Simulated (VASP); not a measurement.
A convergence study with VASP on FeAl (space group no. 221 when undisturbed): a few settings are varied, all else stays as given below, so the limit is that of these other settings. One atom is moved off its site, so that forces are finite.

```yaml
crystal:
  lattice:
    - [2.91873, 0.00000, 0.00000]
    - [0.00000, 2.91873, 0.00000]
    - [0.00000, 0.00000, 2.91873]
  atoms:
    - { symbol: Al, position: [0.50000, 0.50000, 0.51713] }
    - { symbol: Fe, position: [0.00000, 0.00000, 0.00000] }
```

All values below come from LDA (Ceperley-Alder, Perdew-Zunger), VASP's LDA PAW potentials (set 64) (plane waves; VASP 6.6.1). The last row used: 300 eV cut-off, 18×18×18 Γ-centred mesh shifted by (0.5, 0.5, 0.5), Fermi-Dirac smearing of 0.10 eV, potentials Al Fe.

```json
[
 {"setting": "2×2×2 mesh", "E (eV/atom)": "-7.0938", "pressure (GPa)": "-21.67", "largest force (eV/Å)": "0.260", "irreducible k-points": "1"},
 {"setting": "3×3×3 mesh", "E (eV/atom)": "-7.0362", "pressure (GPa)": "-16.88", "largest force (eV/Å)": "0.294", "irreducible k-points": "6"},
 {"setting": "4×4×4 mesh", "E (eV/atom)": "-6.9993", "pressure (GPa)": "-15.97", "largest force (eV/Å)": "0.307", "irreducible k-points": "6"},
 {"setting": "5×5×5 mesh", "E (eV/atom)": "-7.0945", "pressure (GPa)": "-18.00", "largest force (eV/Å)": "0.308", "irreducible k-points": "18"},
 {"setting": "6×6×6 mesh", "E (eV/atom)": "-7.0683", "pressure (GPa)": "-17.44", "largest force (eV/Å)": "0.306", "irreducible k-points": "18"},
 {"setting": "7×7×7 mesh", "E (eV/atom)": "-7.0705", "pressure (GPa)": "-17.53", "largest force (eV/Å)": "0.306", "irreducible k-points": "40"},
 {"setting": "8×8×8 mesh", "E (eV/atom)": "-7.0784", "pressure (GPa)": "-17.68", "largest force (eV/Å)": "0.305", "irreducible k-points": "40"},
 {"setting": "9×9×9 mesh", "E (eV/atom)": "-7.0689", "pressure (GPa)": "-17.45", "largest force (eV/Å)": "0.305", "irreducible k-points": "75"},
 {"setting": "10×10×10 mesh", "E (eV/atom)": "-7.0728", "pressure (GPa)": "-17.57", "largest force (eV/Å)": "0.305", "irreducible k-points": "75"},
 {"setting": "11×11×11 mesh", "E (eV/atom)": "-7.0739", "pressure (GPa)": "-17.58", "largest force (eV/Å)": "0.305", "irreducible k-points": "126"},
 {"setting": "12×12×12 mesh", "E (eV/atom)": "-7.0716", "pressure (GPa)": "-17.53", "largest force (eV/Å)": "0.306", "irreducible k-points": "126"},
 {"setting": "13×13×13 mesh", "E (eV/atom)": "-7.0741", "pressure (GPa)": "-17.60", "largest force (eV/Å)": "0.305", "irreducible k-points": "196"},
 {"setting": "15×15×15 mesh", "E (eV/atom)": "-7.0726", "pressure (GPa)": "-17.55", "largest force (eV/Å)": "0.305", "irreducible k-points": "288"},
 {"setting": "16×16×16 mesh", "E (eV/atom)": "-7.0736", "pressure (GPa)": "-17.58", "largest force (eV/Å)": "0.305", "irreducible k-points": "288"},
 {"setting": "18×18×18 mesh", "E (eV/atom)": "-7.0730", "pressure (GPa)": "-17.56", "largest force (eV/Å)": "0.305", "irreducible k-points": "405"}
]
```

Left out are rungs that failed or repeat a setting and relaxations that didn't move; long series are thinned to 24 rows.

The structure is a typed FeAl crystal (space group no. 221). The cell was not relaxed at this level, it is distorted from the ideal structure. The run is not spin-polarised, so no magnetic state was tried. The electron count is odd and the run is not spin-polarised, which forces a metal.
